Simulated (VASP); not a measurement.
Output of a VASP run:

### OSZICAR
```
       N       E                     dE             d eps       ncg     rms          rms(c)
DAV:   1     0.416816809143E+03    0.41682E+03   -0.19378E+04   520   0.152E+03
DAV:   2     0.367186364992E+02   -0.38010E+03   -0.36874E+03   652   0.345E+02
DAV:   3    -0.163315483468E+02   -0.53050E+02   -0.50858E+02   606   0.135E+02
DAV:   4    -0.186383283983E+02   -0.23068E+01   -0.22992E+01   692   0.354E+01
DAV:   5    -0.187150458674E+02   -0.76717E-01   -0.76644E-01   664   0.530E+00    0.485E+00
DAV:   6    -0.177191112531E+02    0.99593E+00   -0.21055E+00   734   0.160E+01    0.314E+00
DAV:   7    -0.176690644438E+02    0.50047E-01   -0.73862E-01   762   0.548E+00    0.181E+00
DAV:   8    -0.176853802363E+02   -0.16316E-01   -0.98212E-02   724   0.260E+00    0.306E-01
DAV:   9    -0.176832577775E+02    0.21225E-02   -0.28031E-02   746   0.133E+00    0.142E-01
DAV:  10    -0.176838996235E+02   -0.64185E-03   -0.28356E-03   664   0.395E-01    0.440E-02
DAV:  11    -0.176840173655E+02   -0.11774E-03   -0.25296E-04   694   0.118E-01    0.128E-02
DAV:  12    -0.176840241199E+02   -0.67544E-05   -0.37878E-05   656   0.622E-02    0.117E-02
DAV:  13    -0.176840224126E+02    0.17073E-05   -0.67704E-06   762   0.139E-02    0.254E-03
DAV:  14    -0.176840223714E+02    0.41162E-07   -0.83056E-07   592   0.996E-03
   1 F= -.17684022E+02 E0= -.17684022E+02  d E =-.129379E-11
```

OUTCAR:
```
------------------------ aborting loop because EDIFF is reached ----------------------------------------
  FORCE on cell =-STRESS in cart. coord.  units (eV):
  Direction    XX          YY          ZZ          XY          YZ          ZX
  --------------------------------------------------------------------------------------
  Total        0.0197470      0.0197470      0.0197470      0.0000000     -0.0000000      0.0000000
  in kB        0.1680064      0.1680064      0.1680064      0.0000000     -0.0000000      0.0000000
  external PRESSURE =       0.1680064 kB  Pullay stress =       0.0000000 kB
  volume of cell :      188.32
      direct lattice vectors                 reciprocal lattice vectors
     5.731853441  0.000000000  0.000000000     0.174463637  0.000000000  0.000000000
     0.000000000  5.731853441  0.000000000     0.000000000  0.174463637  0.000000000
     0.000000000  0.000000000  5.731853441     0.000000000  0.000000000  0.174463637
 POSITION                                       TOTAL-FORCE (eV/Angst)
 -----------------------------------------------------------------------------------
      0.00000      0.00000      0.00000         0.000000      0.000000      0.000000
      2.86593      2.86593      2.86593         0.000000      0.000000      0.000000
      2.86593      0.00000      2.86593         0.000000      0.000000      0.000000
      0.00000      2.86593      2.86593         0.000000      0.000000      0.000000
      2.86593      2.86593      0.00000         0.000000      0.000000      0.000000
 -----------------------------------------------------------------------------------
    total drift:                                0.000000     -0.000000     -0.000000
  FREE ENERGIE OF THE ION-ELECTRON SYSTEM (eV)
  ---------------------------------------------------
  free  energy   TOTEN  =       -17.6840223714 eV

  energy  without entropy=      -17.6840223714  energy(sigma->0) =      -17.68402237
```
(Selected blocks of OUTCAR.)

File POSCAR:
```
CsPbCl3
1
    5.7318534411     0.0000000000     0.0000000000
    0.0000000000     5.7318534411     0.0000000000
    0.0000000000     0.0000000000     5.7318534411
Cs Pb Cl
1 1 3
Direct
  0.0000000000   0.0000000000   0.0000000000
  0.5000000000   0.5000000000   0.5000000000
  0.5000000000   0.0000000000   0.5000000000
  0.0000000000   0.5000000000   0.5000000000
  0.5000000000   0.5000000000   0.0000000000
```

### Question
Reconstruct the remaining input files.

### Answer
This is not unique; one that fits is the input of the run itself, PW91 GGA, plane waves, VASP's PBE PAW potentials (set 64).

File KPOINTS:
```
Regular mesh
0
gamma
  4 4 4
```

### INCAR
```
LCHARG  =  F
SYSTEM  =  CsPbCl3
NELM  =  100   ! most electronic steps
PREC  =  Accurate
GGA  =  91   ! PW91
EDIFF  =  1E-7
LMAXMIX  =  4   ! l cut-off of mixed one-centre charges
LASPH  =  T   ! aspherical one-centre terms
ENCUT  =  520
ISIF  =  2   ! forces and stress, cell fixed
LREAL  =  F
LWAVE  =  F
ALGO  =  Normal
SIGMA  =  0.05   ! width (eV)
ISMEAR  =  0
```

POTCAR, in this order: Cs_sv Pb_d Cl (PBE.64 set). Program: vasp_std.

The compound is CsPbCl3 in the cubic perovskite structure, the ideal cubic form; the compound distorts at low or room temperature. It was relaxed first, which changed the volume by +7 %.
